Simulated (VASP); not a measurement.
Given:

```
CELL_PARAMETERS angstrom
      4.11043     0.00000     0.00000
      0.00000     4.11043     0.00000
      0.00000     0.00000     4.11043
ATOMIC_POSITIONS crystal
  Ba 0.00000 0.00000 0.00000
  Ti 0.50000 0.50000 0.50000
  O  0.50000 0.00000 0.50000
  O  0.00000 0.50000 0.50000
  O  0.50000 0.50000 0.00000
```

Calculation: PW91 GGA, VASP's PBE PAW potentials (set 64) (plane waves; VASP). Run with 520 eV cut-off, 6×6×6 Γ-centred mesh, Gaussian smearing of 0.050 eV, potentials Ba_sv Ti_sv O.

**Question.** Give the stress tensor in GPa (positive for a compressed cell).

**Answer.** 
```
-8.46   0.00   0.00
 0.00  -8.46   0.00
 0.00   0.00  -8.46
```
The pressure is its mean diagonal, -8.46 GPa.

The compound is BaTiO3 in the cubic perovskite structure, the ideal cubic form; the compound distorts at low or room temperature. This cell is one point of a volume scan, at 1.06 of the reference volume.
